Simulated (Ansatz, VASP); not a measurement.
# Ge7H8 (Ge wire along [100], 14 atoms a period, H-terminated): VASP beside Ansatz, part 3 of 3

Aim: how closely do two programs agree when they are given the same cell, functional and k mesh? Of the first pair: The structure shown is the start of the Ansatz relaxation below; VASP solves that cell, so the two are compared at the walk's first step.

VASP 6.6.1 and Ansatz 0.2.0.

So far. Step 4 (Differences): The forces differ by 12 meV/Å r.m.s., which is 7.5 % of the r.m.s. force of 0.155 eV/Å (both taken over all components).

### Step 6. VASP: single point, PBE, relaxed cell, pair 2

Level of this step: PBE; plane waves and PAW (Ge_d, H) (VASP).

The same cell, functional, mesh and smearing now go to VASP, with its own data sets.

The input, INCAR:

```
SYSTEM = Ge7H8
PREC = Accurate
ENCUT = 500
EDIFF = 1E-06
NELM = 120
ISMEAR = -1
SIGMA = 0.05
LREAL = .FALSE.
ALGO = Normal
GGA = PE
NBANDS = 128
LORBIT = 11
LWAVE = .FALSE.
LCHARG = .FALSE.
ISIF = 2
LASPH = .TRUE.
GGA_COMPAT = .FALSE.
EFERMI = MIDGAP
KPAR = 4
```

The input, POSCAR:

```
Ge7H8
1.0
   15.8010000000      0.0000000000      0.0000000000
    0.0000000000     15.8010000000      0.0000000000
    0.0000000000      0.0000000000      5.7946943220
Ge H
14 16
Direct
    0.2761519228      0.6437854035      0.9804713714
    0.4536429621      0.4557968459      0.0025403153
    0.6337304098      0.6345088424      0.9934191625
    0.3655122224      0.3662906549      0.2565808375
    0.3562356612      0.7238691419      0.2695286286
    0.5442242188      0.5463781027      0.2474596847
    0.2772215367      0.4489486485      0.5231658363
    0.4558797927      0.2764848284      0.4972323637
    0.4534946396      0.6351871664      0.4972154444
    0.6326175328      0.4579135336      0.5037617780
    0.3648338984      0.5465264251      0.7527845556
    0.5421075312      0.3674035320      0.7462382220
    0.5510724162      0.7227995280      0.7268341637
    0.7235362364      0.5441412721      0.7527676363
    0.3074077114      0.3095998601      0.1051167838
    0.4067883704      0.7947786999      0.1476852233
    0.2052423649      0.5932326943      0.1023147767
    0.6904212047      0.6926133534      0.1448832162
    0.2063996351      0.4968620860      0.3931669393
    0.5145974692      0.2209490263      0.3465057705
    0.6887169224      0.3995706231      0.3510026530
    0.2931601778      0.7674583807      0.4362920523
    0.6135474376      0.7664773638      0.5581424935
    0.7834406512      0.5998105886      0.6057783039
    0.2335437010      0.3864736272      0.6918575065
    0.4002104762      0.2165804136      0.6442216961
    0.2325626841      0.7068608869      0.8137079477
    0.5031589788      0.7936214297      0.8568330607
    0.6004504416      0.3113041423      0.8989973470
    0.7790720384      0.4854235956      0.9034942295
```

The input, KPOINTS:

```
Automatic mesh
0
Gamma
1 1 14
0 0 0
```

Potentials, in the order of the species: Ge_d and H (PBE family, release 64).

On the command line:

```bash
$ mpirun -np 4 vasp_std
```

Numbers of over 12 decimals in the logs are rounded to 6 here.

Output:

```text
[banner, memory and clock lines left out]
running    4 mpi-ranks, on    1 nodes
[...]
[... a notice as in an earlier step ...]

 LDA part: xc-table for (Slater+PW92), standard interpolation
 POSCAR, INCAR and KPOINTS ok, starting setup
[...]
entering main loop
       N       E                     dE             d eps       ncg     rms          rms(c)
DAV:   1     0.210018635375E+04    0.21002E+04   -0.99376E+04  2488   0.224E+03
DAV:   2     0.249149429117E+03   -0.18510E+04   -0.17929E+04  2664   0.548E+02
DAV:   3    -0.920984558088E+02   -0.34125E+03   -0.33480E+03  2816   0.212E+02
DAV:   4    -0.117446931014E+03   -0.25348E+02   -0.25222E+02  2392   0.656E+01
[...]
DAV:  22    -0.114012632029E+03   -0.26757E-04   -0.28578E-06  1576   0.213E-02    0.157E-03
DAV:  23    -0.114012635430E+03   -0.34009E-05   -0.96982E-07  1496   0.146E-02    0.544E-04
DAV:  24    -0.114012636046E+03   -0.61636E-06   -0.24264E-07  1432   0.757E-03
   1 F= -.11401264E+03 E0= -.11401264E+03  d E =-.558615E-13
```

OUTCAR, selected parts (step 6):

```text
  Total       -0.8010733     -0.8010733     -0.7368553     -0.0072957      0.0848912      0.0848911
  in kB       -0.8871216     -0.8871216     -0.8160056     -0.0080794      0.0940099      0.0940097
  external PRESSURE =      -0.8634163 kB  Pullay stress =       0.0000000 kB

 POSITION                                       TOTAL-FORCE (eV/Angst)
 -----------------------------------------------------------------------------------
      4.36348     10.17245      5.68153        -0.054554      0.016161     -0.017397
      7.16801      7.20205      0.01472         0.001514      0.007033      0.000021
     10.01357     10.02587      5.75656         0.016473      0.016589      0.011218
      5.77546      5.78776      1.48681        -0.016589     -0.016473     -0.011218
      5.62888     11.43786      1.56184        -0.016161      0.054554      0.017397
      8.59929      8.63332      1.43395        -0.007033     -0.001514     -0.000021
      4.38038      7.09384      3.03159        -0.054532     -0.013834      0.014508
      7.20336      4.36874      2.88131         0.002321     -0.034048     -0.000001
      7.16567     10.03659      2.88121         0.000420      0.000397      0.000766
      9.99599      7.23549      2.91915         0.021408     -0.015339     -0.014553
      5.76474      8.63566      4.36216        -0.000397     -0.000420     -0.000766
      8.56584      5.80534      4.32422         0.015339     -0.021408      0.014553
      8.70750     11.42096      4.21178         0.013834      0.054532     -0.014508
     11.43260      8.59798      4.36206         0.034048     -0.002321      0.000001
[...]
-----------------------------------------------------------------------------------
    total drift:                                0.002598     -0.002634     -0.000001

  FREE ENERGIE OF THE ION-ELECTRON SYSTEM (eV)
  ---------------------------------------------------
  free  energy   TOTEN  =      -114.0126360460 eV

  energy  without entropy=     -114.0126360460  energy(sigma->0) =     -114.01263605

[... 1 part as in an earlier step ...]

[... 2 further parts left out ...]
[key lines of the parts left out:]
E-fermi :  -1.9504
```

### Step 7. Differences

What differs besides the data sets and the points named for the pairs above, as far as they apply: the cutoff is 420 eV in Ansatz and 500 eV in VASP; Ansatz's pressure holds a Pulay correction, VASP's none. Total energies have different zeros and are not compared.

Compared:

```
              quantity  Ansatz   VASP  difference
        pressure (GPa)   -0.01  -0.09       +0.08
gap on the k mesh (eV)   3.159  3.164      -0.004
```

Forces on 7 of the 30 atoms, those with the largest forces and the largest differences (eV/Å; atoms numbered as in POSCAR):

```
atom         Ansatz x, y, z           VASP x, y, z
 Ge1  -0.023, 0.012, -0.012  -0.055, 0.016, -0.017
 Ge5   -0.012, 0.023, 0.012   -0.016, 0.055, 0.017
 Ge7  -0.022, -0.009, 0.011  -0.055, -0.014, 0.015
Ge13   0.009, 0.022, -0.011   0.014, 0.055, -0.015
 H22  0.018, -0.011, -0.017  0.036, -0.024, -0.034
 H23  -0.015, -0.009, 0.017  -0.032, -0.022, 0.035
 H27   0.011, -0.018, 0.017   0.024, -0.036, 0.034
```

The forces differ by 15 meV/Å r.m.s., which is 66.8 % of the r.m.s. force of 0.023 eV/Å (both taken over all components). A gap on the mesh is an upper bound, since the band edges may lie between its points.

### Step 8. Outcome

```
r.m.s. force difference (single point, PBE, start cell, pair 1)   : 12 meV/Å
r.m.s. force difference (single point, PBE, relaxed cell, pair 2) : 15 meV/Å
```

What this shows: The r.m.s. force difference is 15 meV/Å (single point, PBE, relaxed cell, pair 2), beyond the 12 meV/Å picked in this series as the mark of a large difference. What causes the difference of the single point, PBE, relaxed cell, pair 2 pair stays open here. How closely two codes agree says nothing of how well the functional describes the real material.

[Lines on the potential files, build, host, timing and source positions are cut from VASP's logs without a mark.]

[Logs are printed without paths, hosts, clocks, repeated set-up lines and the standing remarks that a program may print on its own settings, such as how far it seeks lower states.]

[Hosts, paths, dates, database ids (printed as entryN), source tags and the programs' standing remarks are cut or masked in the printed files.]
